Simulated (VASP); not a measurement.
Set up this calculation in VASP 6.6.1, as the native input.

```yaml
Task: single point
Functional: LDA
Potentials_or_basis: VASP PAW LDA potentials, release 64 (Na_pv, Li_sv)
Cutoff: 520 eV
k_mesh: 7 × 7 × 7
Occupations: methfessel-paxton, width 0.05 eV
Spin: no spin polarisation
Dipole_correction: no
Further_INCAR_settings: ALGO = Fast; EDIFF = 1e-06; NBANDS = 16; ISYM = 0
```

The structure of NaLi3 lies in POSCAR:

```
NaLi3
1.0
   -2.3158330000      2.3158330000      4.6481580000
    2.3158330000     -2.3158330000      4.6481580000
    2.3158330000      2.3158330000     -4.6481580000
Na Li
1 3
Direct
    0.0000000000      0.0000000000      0.0000000000
    0.7500000000      0.2500000000      0.5000000000
    0.2500000000      0.7500000000      0.5000000000
    0.5000000000      0.5000000000      0.0000000000
```

The cell comes from a database or a generator and needn't be the stable form of this composition.

These files were run (other wordings do the same):

INCAR

```
PREC     = Accurate       # precision mode
ENCUT    = 520            # plane-wave cutoff, eV
EDIFF    = 1E-6           # SCF threshold, eV
ISMEAR   = 1              # smearing method
SIGMA    = 0.05           # smearing width, eV
LREAL    = False          # projectors in reciprocal space
LASPH    = True           # aspherical terms in the spheres
NELM     = 100            # most SCF steps
ALGO     = Fast           # electronic algorithm
ISIF     = 2              # what is computed and relaxed
LWAVE    = False          # write WAVECAR
LCHARG   = False          # write CHGCAR
GGA      = CA             # functional
NBANDS   = 16             # bands
ISYM     = 0
```

KPOINTS

```
Automatic mesh
0
Gamma
  7 7 7
```

Potentials or basis: VASP PAW LDA potentials, release 64 (Na_pv, Li_sv).

Launch:

```bash
$ cat potpaw_LDA.64/Na_pv/POTCAR potpaw_LDA.64/Li_sv/POTCAR > POTCAR
$ mpirun -np 1 vasp_std > vasp.out
```

It gave:

* Band gap on the k mesh: none (metal or under the smearing width)

Run time: 3.4 min on 1 thread of Intel(R) Xeon(R) 6975P-C (Granite Rapids), with other jobs on the host, peak memory 0.35 GiB.
